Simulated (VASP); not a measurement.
# Lattice vibrations of CuSnF6, part 3 of 4

Wanted: whether CuSnF6 is dynamically stable, and its vibrational spectrum. The start is a cell from a database of measured crystal structures.

VASP 6.6.1; LDA, no spin polarisation; plane waves and PAW (Sn, Cu, F).

Still holding for the runs below: Oxides and halides of Cu are often magnetic insulators, and a metal at this level, without U or exact exchange, may be an artefact.

So far. Step 3 (Relax the host again, on a new basis): The start already met the threshold, so nothing moved. Step 4 (Tight relaxation): The run ended after 10 ionic steps, 0.006 eV below its first step, once forces and stress met EDIFFG = -0.002.

**5. Force constants in the supercell**

System of this step: CuSnF6. The structure is trigonal, space group R-3 (No. 148). The conventional cell has a = 4.896 Å, b = 4.896 Å, c = 13.795 Å, α = 90.00°, β = 90.00°, γ = 120.00°. Nearest to Sn lie 6 F at 1.98 Å. Nearest to Cu lie 6 F at 1.96 Å. F has 1 Cu at 1.96 Å and 1 Sn at 1.98 Å nearest. Farther neighbours and most contacts between anions are not listed.

Each independent atom is moved by 0.015 Å both ways; the forces give the force constants out to half the supercell.

INCAR

```
SYSTEM = CuSnF6
PREC = Accurate
ENCUT = 480
EDIFF = 1E-07
NELM = 120
ISMEAR = 1
SIGMA = 0.2
LREAL = .FALSE.
ALGO = Fast
GGA = CA
LASPH = .TRUE.
LWAVE = .FALSE.
LCHARG = .FALSE.
KPAR = 4
IBRION = 6
NSW = 1
NFREE = 2
POTIM = 0.015
ISIF = 0
ADDGRID = .TRUE.
```

POSCAR

```
CuSnF6
1.0
   -4.8959864418     -2.8266991502      4.5982373900
    4.8959864940     -2.8266990602      4.5982373900
   -0.0000000520      5.6533982104      4.5982373900
Sn Cu F
4 4 24
Direct
    0.0000000000      0.0000000000      0.0000000000
    0.5000000000      0.5000000000      0.0000000000
    0.5000000000      0.0000000000      0.5000000000
    0.0000000000      0.5000000000      0.5000000000
    0.5000000000      0.5000000000      0.5000000000
    0.0000000000      0.0000000000      0.5000000000
    0.0000000000      0.5000000000      0.0000000000
    0.5000000000      0.0000000000      0.0000000000
    0.7489218879      0.4244550981      0.5772757638
    0.2489218879      0.9244550981      0.5772757638
    0.2489218879      0.4244550981      0.0772757638
    0.7489218879      0.9244550981      0.0772757638
    0.4244550981      0.5772757638      0.7489218879
    0.9244550981      0.0772757638      0.7489218879
    0.9244550981      0.5772757638      0.2489218879
    0.4244550981      0.0772757638      0.2489218879
    0.5772757638      0.7489218879      0.4244550981
    0.0772757638      0.2489218879      0.4244550981
    0.0772757638      0.7489218879      0.9244550981
    0.5772757638      0.2489218879      0.9244550981
    0.2510781121      0.5755449019      0.4227242362
    0.7510781121      0.0755449019      0.4227242362
    0.7510781121      0.5755449019      0.9227242362
    0.2510781121      0.0755449019      0.9227242362
    0.5755449019      0.4227242362      0.2510781121
    0.0755449019      0.9227242362      0.2510781121
    0.0755449019      0.4227242362      0.7510781121
    0.5755449019      0.9227242362      0.7510781121
    0.4227242362      0.2510781121      0.5755449019
    0.9227242362      0.7510781121      0.5755449019
    0.9227242362      0.2510781121      0.0755449019
    0.4227242362      0.7510781121      0.0755449019
```

KPOINTS

```
Automatic mesh
0
Gamma
4 4 4
0 0 0
```

Potentials, in the order of the species: Sn, Cu and F (LDA family, release 64).

On the command line:

```sh
mpirun -np 4 vasp_std
```

Log:

```text
[banner, memory and clock lines left out]
running    4 mpi-ranks, on    1 nodes
 distrk:  each k-point on    1 cores,    4 groups
 distr:  one band on    1 cores,    1 groups

 POSCAR found type information on POSCAR SnCuF
 POSCAR found :  3 types and      32 ions
|                                                                             |
|               ----> ADVICE to this user running VASP <----                  |
|                                                                             |
|     You have a (more or less) 'large supercell' and for larger cells it     |
|     might be more efficient to use real-space projection operators.         |
|     Therefore, try LREAL= Auto in the INCAR file.                           |
|     Mind: For very accurate calculation, you might also keep the            |
|     reciprocal projection scheme (i.e. LREAL=.FALSE.).                      |
|                                                                             |

 LDA part: xc-table for (Slater(with rela. corr.)+CA(PZ))
 , standard interpolation
 POSCAR, INCAR and KPOINTS ok, starting setup
 FFT: planning ... GRIDC
 FFT: planning ... GRID_SOFT
 FFT: planning ... GRID
 WAVECAR not read
 entering main loop
       N       E                     dE             d eps       ncg     rms          rms(c)
DAV:   1     0.364655894447E+04    0.36466E+04   -0.10015E+05  3824   0.183E+03
DAV:   2     0.464332920204E+03   -0.31822E+04   -0.29954E+04  4272   0.557E+02
DAV:   3    -0.130692330263E+03   -0.59503E+03   -0.57778E+03  4208   0.261E+02
DAV:   4    -0.182139300023E+03   -0.51447E+02   -0.49803E+02  5824   0.834E+01
DAV:   5    -0.183474806561E+03   -0.13355E+01   -0.13100E+01  5928   0.168E+01    0.360E+01
RMM:   6    -0.172201871958E+03    0.11273E+02   -0.19535E+02  4135   0.753E+01    0.260E+01
RMM:   7    -0.159694439843E+03    0.12507E+02   -0.86007E+01  5002   0.366E+01    0.909E+00
RMM:   8    -0.159048284761E+03    0.64616E+00   -0.33885E+00  4731   0.500E+00    0.546E+00
RMM:   9    -0.158648613889E+03    0.39967E+00   -0.18112E+00  4687   0.468E+00    0.158E+00
RMM:  10    -0.158588943498E+03    0.59670E-01   -0.18744E-01  4691   0.175E+00    0.622E-01
RMM:  11    -0.158592086212E+03   -0.31427E-02   -0.11443E-01  4717   0.110E+00    0.498E-01
RMM:  12    -0.158588024983E+03    0.40612E-02   -0.30732E-02  4634   0.586E-01    0.101E-01
RMM:  13    -0.158587857684E+03    0.16730E-03   -0.33128E-03  4592   0.252E-01    0.683E-02
RMM:  14    -0.158587842678E+03    0.15006E-04   -0.57888E-04  4511   0.615E-02    0.522E-02
RMM:  15    -0.158587811713E+03    0.30965E-04   -0.60906E-04  4765   0.791E-02    0.237E-02
RMM:  16    -0.158587800678E+03    0.11035E-04   -0.52100E-05  4243   0.248E-02    0.886E-03
RMM:  17    -0.158587800750E+03   -0.72261E-07   -0.14782E-05  4850   0.108E-02    0.290E-03
RMM:  18    -0.158587800820E+03   -0.69522E-07   -0.26455E-06  4210   0.592E-03    0.132E-03
RMM:  19    -0.158587800874E+03   -0.53926E-07   -0.54433E-07  2866   0.258E-03
   1 F= -.15858780E+03 E0= -.15853292E+03  d E =-.164655E+00
 Found     7 degrees of freedom:
 Finite differences POTIM= 0.01500 DOF=   7
 bond charge predicted
       N       E                     dE             d eps       ncg     rms          rms(c)
DAV:   1    -0.158584842628E+03    0.29582E-02   -0.37730E-02 10632   0.551E-01    0.952E-02
RMM:   2    -0.158584673067E+03    0.16956E-03   -0.30026E-03 13070   0.180E-01    0.898E-02
RMM:   3    -0.158586877507E+03   -0.22044E-02   -0.41020E-04 11948   0.879E-02    0.155E+00
RMM:   4    -0.158588005239E+03   -0.11277E-02   -0.30091E-04 11448   0.767E-02    0.124E+00
RMM:   5    -0.158590927406E+03   -0.29222E-02   -0.66569E-04 11476   0.127E-01    0.236E+00
RMM:   6    -0.158590310164E+03    0.61724E-03   -0.95126E-04 10816   0.155E-01    0.116E+00
RMM:   7    -0.158588516689E+03    0.17935E-02   -0.82394E-04 10782   0.145E-01    0.173E+00
RMM:   8    -0.158587882825E+03    0.63386E-03   -0.59294E-04 10563   0.121E-01    0.101E+00
RMM:   9    -0.158587086010E+03    0.79681E-03   -0.49756E-04 11137   0.109E-01    0.135E+00
RMM:  10    -0.158586685858E+03    0.40015E-03   -0.33894E-04 11218   0.885E-02    0.880E-01
RMM:  11    -0.158586104625E+03    0.58123E-03   -0.32580E-04 10995   0.861E-02    0.101E+00
RMM:  12    -0.158585720660E+03    0.38396E-03   -0.22821E-04 10578   0.717E-02    0.669E-01
RMM:  13    -0.158585322984E+03    0.39768E-03   -0.19273E-04 10130   0.657E-02    0.714E-01
RMM:  14    -0.158585094015E+03    0.22897E-03   -0.12690E-04  9819   0.534E-02    0.491E-01
RMM:  15    -0.158584933685E+03    0.16033E-03   -0.99947E-05  9812   0.476E-02    0.550E-01
RMM:  16    -0.158584845684E+03    0.88001E-04   -0.70928E-05  9851   0.401E-02    0.414E-01
RMM:  17    -0.158584789216E+03    0.56468E-04   -0.62177E-05  9876   0.380E-02    0.472E-01
RMM:  18    -0.158584731338E+03    0.57878E-04   -0.50942E-05  9900   0.341E-02    0.354E-01
RMM:  19    -0.158584653309E+03    0.78029E-04   -0.46469E-05  9885   0.328E-02    0.356E-01
RMM:  20    -0.158584586229E+03    0.67081E-04   -0.34909E-05  9842   0.281E-02    0.245E-01
RMM:  21    -0.158584524640E+03    0.61589E-04   -0.25853E-05  9780   0.241E-02    0.233E-01
RMM:  22    -0.158584491753E+03    0.32887E-04   -0.16157E-05  9638   0.191E-02    0.167E-01
RMM:  23    -0.158584472442E+03    0.19311E-04   -0.11069E-05  9581   0.159E-02    0.177E-01
RMM:  24    -0.158584462894E+03    0.95477E-05   -0.78378E-06  9567   0.134E-02    0.140E-01
RMM:  25    -0.158584458028E+03    0.48664E-05   -0.65462E-06  9438   0.123E-02    0.157E-01
RMM:  26    -0.158584454311E+03    0.37169E-05   -0.56376E-06  9384   0.114E-02    0.131E-01
RMM:  27    -0.158584450904E+03    0.34071E-05   -0.52647E-06  9200   0.111E-02    0.141E-01
RMM:  28    -0.158584444780E+03    0.61236E-05   -0.48095E-06  9064   0.105E-02    0.107E-01
RMM:  29    -0.158584436522E+03    0.82583E-05   -0.41859E-06  8914   0.980E-03    0.100E-01
RMM:  30    -0.158584429372E+03    0.71500E-05   -0.30300E-06  8461   0.829E-03    0.649E-02
RMM:  31    -0.158584424339E+03    0.50331E-05   -0.19509E-06  7446   0.663E-03    0.636E-02
RMM:  32    -0.158584421438E+03    0.29010E-05   -0.11393E-06  6503   0.524E-03    0.377E-02
RMM:  33    -0.158584419998E+03    0.14397E-05   -0.64448E-07  6147   0.409E-03    0.470E-02
RMM:  34    -0.158584419198E+03    0.79956E-06   -0.44157E-07  6084   0.339E-03    0.286E-02
RMM:  35    -0.158584418837E+03    0.36133E-06   -0.33974E-07  5882   0.296E-03    0.401E-02
RMM:  36    -0.158584418444E+03    0.39307E-06   -0.27632E-07  5813   0.267E-03    0.244E-02
RMM:  37    -0.158584418317E+03    0.12732E-06   -0.23716E-07  5682   0.247E-03    0.360E-02
RMM:  38    -0.158584418012E+03    0.30487E-06   -0.20733E-07  5601   0.230E-03    0.207E-02
RMM:  39    -0.158584417847E+03    0.16478E-06   -0.18409E-07  5515   0.216E-03    0.311E-02
RMM:  40    -0.158584417511E+03    0.33580E-06   -0.15514E-07  5467   0.199E-03    0.142E-02
RMM:  41    -0.158584417230E+03    0.28107E-06   -0.11998E-07  5370   0.174E-03    0.233E-02
RMM:  42    -0.158584417020E+03    0.20982E-06   -0.79693E-08  5077   0.143E-03    0.798E-03
RMM:  43    -0.158584416861E+03    0.15910E-06   -0.52369E-08  4632   0.118E-03    0.173E-02
RMM:  44    -0.158584416773E+03    0.87908E-07   -0.32146E-08  4562   0.932E-04
   2 F= -.15858442E+03 E0= -.15852953E+03  d E =-.164668E+00
[... from here on, the cycles between the ionic steps are left out ...]
   3 F= -.15858442E+03 E0= -.15852953E+03  d E =-.164668E+00
   4 F= -.15858430E+03 E0= -.15852941E+03  d E =-.164669E+00
   5 F= -.15858430E+03 E0= -.15852941E+03  d E =-.164669E+00
   6 F= -.15858626E+03 E0= -.15853137E+03  d E =-.164660E+00
   7 F= -.15858626E+03 E0= -.15853138E+03  d E =-.164660E+00
   8 F= -.15858612E+03 E0= -.15853123E+03  d E =-.164676E+00
   9 F= -.15858612E+03 E0= -.15853123E+03  d E =-.164676E+00
  10 F= -.15858699E+03 E0= -.15853224E+03  d E =-.164251E+00
  11 F= -.15858697E+03 E0= -.15853195E+03  d E =-.165040E+00
  12 F= -.15858684E+03 E0= -.15853189E+03  d E =-.164856E+00
  13 F= -.15858683E+03 E0= -.15853201E+03  d E =-.164464E+00
  14 F= -.15858697E+03 E0= -.15853204E+03  d E =-.164810E+00
 Finite differences progress:
  Degree of freedom:   7/  7
  Displacement:        1/  2
  Total:              13/ 14
 bond charge predicted
       N       E                     dE             d eps       ncg     rms          rms(c)
DAV:   1    -0.158580550489E+03    0.64215E-02   -0.45876E+00  9792   0.728E+00    0.987E-01
RMM:   2    -0.159103290630E+03   -0.52274E+00   -0.21985E-01 11895   0.214E+00    0.865E+00
RMM:   3    -0.158684770413E+03    0.41852E+00   -0.10468E-01 11016   0.159E+00    0.586E+00
RMM:   4    -0.158684626873E+03    0.14354E-03   -0.21084E-02 12193   0.651E-01    0.829E+00
RMM:   5    -0.158682255594E+03    0.23713E-02   -0.15328E-02 10918   0.601E-01    0.547E+00
RMM:   6    -0.158645381819E+03    0.36874E-01   -0.16321E-02 11501   0.600E-01    0.556E+00
RMM:   7    -0.158648494814E+03   -0.31130E-02   -0.11130E-02 11702   0.483E-01    0.557E+00
RMM:   8    -0.158647995844E+03    0.49897E-03   -0.93139E-03 11517   0.452E-01    0.584E+00
RMM:   9    -0.158647883858E+03    0.11199E-03   -0.84222E-03 11620   0.440E-01    0.559E+00
RMM:  10    -0.158645650269E+03    0.22336E-02   -0.84578E-03 11618   0.439E-01    0.523E+00
RMM:  11    -0.158624456377E+03    0.21194E-01   -0.77202E-03 11493   0.420E-01    0.372E+00
RMM:  12    -0.158611434791E+03    0.13022E-01   -0.57473E-03 11512   0.357E-01    0.336E+00
RMM:  13    -0.158602227811E+03    0.92070E-02   -0.35542E-03 11465   0.282E-01    0.231E+00
RMM:  14    -0.158598612651E+03    0.36152E-02   -0.22503E-03 11381   0.225E-01    0.255E+00
RMM:  15    -0.158597302514E+03    0.13101E-02   -0.15361E-03 11508   0.187E-01    0.221E+00
RMM:  16    -0.158598119943E+03   -0.81743E-03   -0.14901E-03 11522   0.183E-01    0.253E+00
RMM:  17    -0.158597018800E+03    0.11011E-02   -0.13968E-03 11621   0.178E-01    0.221E+00
RMM:  18    -0.158595838328E+03    0.11805E-02   -0.15032E-03 11482   0.183E-01    0.208E+00
RMM:  19    -0.158592523949E+03    0.33144E-02   -0.12757E-03 11452   0.167E-01    0.138E+00
RMM:  20    -0.158589763502E+03    0.27604E-02   -0.93671E-04 11466   0.141E-01    0.104E+00
RMM:  21    -0.158588184380E+03    0.15791E-02   -0.48919E-04 11142   0.100E-01    0.522E-01
RMM:  22    -0.158587455375E+03    0.72900E-03   -0.20303E-04 10404   0.648E-02    0.507E-01
RMM:  23    -0.158587252428E+03    0.20295E-03   -0.80298E-05  9540   0.418E-02    0.299E-01
RMM:  24    -0.158587172101E+03    0.80327E-04   -0.44957E-05  9440   0.320E-02    0.394E-01
RMM:  25    -0.158587135058E+03    0.37043E-04   -0.31761E-05  9530   0.269E-02    0.264E-01
RMM:  26    -0.158587105630E+03    0.29428E-04   -0.28740E-05  9535   0.257E-02    0.332E-01
RMM:  27    -0.158587066694E+03    0.38935E-04   -0.23868E-05  9591   0.232E-02    0.201E-01
RMM:  28    -0.158587017722E+03    0.48972E-04   -0.20234E-05  9551   0.212E-02    0.222E-01
RMM:  29    -0.158586984473E+03    0.33249E-04   -0.13444E-05  9342   0.171E-02    0.101E-01
RMM:  30    -0.158586958797E+03    0.25676E-04   -0.78521E-06  9201   0.129E-02    0.132E-01
[...]
RMM:  34    -0.158586938205E+03    0.22502E-05   -0.91725E-07  6448   0.499E-03    0.708E-02
RMM:  35    -0.158586936709E+03    0.14957E-05   -0.61179E-07  6256   0.412E-03    0.273E-02
RMM:  36    -0.158586935385E+03    0.13244E-05   -0.49183E-07  6166   0.365E-03    0.537E-02
RMM:  37    -0.158586934628E+03    0.75726E-06   -0.31191E-07  6092   0.294E-03    0.203E-02
RMM:  38    -0.158586933863E+03    0.76448E-06   -0.25486E-07  5998   0.264E-03    0.408E-02
RMM:  39    -0.158586933411E+03    0.45187E-06   -0.15560E-07  5792   0.209E-03    0.145E-02
RMM:  40    -0.158586933020E+03    0.39096E-06   -0.12782E-07  5787   0.188E-03    0.315E-02
RMM:  41    -0.158586932765E+03    0.25546E-06   -0.74850E-08  5055   0.146E-03    0.105E-02
RMM:  42    -0.158586932544E+03    0.22136E-06   -0.67862E-08  5000   0.138E-03    0.245E-02
RMM:  43    -0.158586932400E+03    0.14406E-06   -0.39419E-08  4782   0.107E-03    0.780E-03
RMM:  44    -0.158586932276E+03    0.12324E-06   -0.37891E-08  4902   0.104E-03    0.192E-02
RMM:  45    -0.158586932188E+03    0.88083E-07   -0.21662E-08  4674   0.807E-04
  15 F= -.15858693E+03 E0= -.15853210E+03  d E =-.164500E+00
 Finite differences progress:
  Degree of freedom:   7/  7
  Displacement:        2/  2
  Total:              14/ 14
```

It took 3 h on 4 MPI ranks of Intel Xeon 6975P-C (Granite Rapids), shared host; peak memory 8.1 GiB; 12 h of CPU time.

[end of part 3 of 4]

[Lines on the potential files, build, host, timing and source positions are cut from VASP's logs without a mark.]

[Logs are printed without paths, hosts, clocks, repeated set-up lines and the standing remarks that a program may print on its own settings, such as how far it seeks lower states.]

[Hosts, paths, dates, database ids (printed as entryN), source tags and the programs' standing remarks are cut or masked in the printed files.]

[Runs that stopped without an error message from VASP are left out.]
